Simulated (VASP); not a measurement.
```yaml
crystal:
  lattice:
    - [4.09090, 0.00000, 0.00000]
    - [-2.04545, 3.54282, 0.00000]
    - [0.00000, 0.00000, 2.91847]
  atoms:
    - { symbol: Mg, position: [0.00000, 0.00000, 0.00000] }
    - { symbol: As, position: [0.66667, 0.33333, 0.50000] }
```

These are PBEsol GGA with spin-orbit coupling, VASP's PBE PAW potentials (set 64) (plane waves; VASP) values and carry that method's errors. Run with 400 eV cut-off, 9×9×11 Γ-centred mesh, Gaussian smearing of 0.050 eV, potentials Mg As.

What does the run give for the energy per atom (σ→0), band gap (over mesh and band path) with the smallest direct gap where there is one?

```yaml
band gap (over mesh and band path): none (metal, semimetal or under 0.01 eV)
energy per atom (σ→0): -3.801 eV/atom
```

Total energies compare only between runs with the same potentials, cut-off and functional.

The structure comes from a computed database's MgAs entry (P-6m2); how it stands against other phases isn't given here. It was relaxed first.
